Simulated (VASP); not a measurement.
Given:

```xyz
4
Lattice="4.4892 0.0000 0.0000 0.0000 4.4892 0.0000 0.0000 0.0000 6.2698" Properties=species:S:1:pos:R:3 pbc="T T T"
Te     2.2446     2.2446     0.0000
Pb     0.0000     0.0000     0.0000
Pb     2.2446     2.2446     3.1349
S      0.0000     0.0000     3.1349
```

These are PBE GGA, VASP's PBE PAW potentials (set 64) (plane waves; VASP 6.6.1) values and carry that method's errors. Run with 400 eV cut-off, 4×4×4 Γ-centred mesh, Gaussian smearing of 0.050 eV, potentials Te Pb_d S.

Question: Give the stress tensor in GPa (positive for a compressed cell).

Answer: 
```
-0.43   0.00   0.00
 0.00  -0.43   0.00
 0.00   0.00   1.06
```
The pressure is its mean diagonal, 0.06 GPa.

The structure comes from a computed database's TePb2S entry (P4/mmm); how it stands against other phases isn't given here. It was relaxed first.
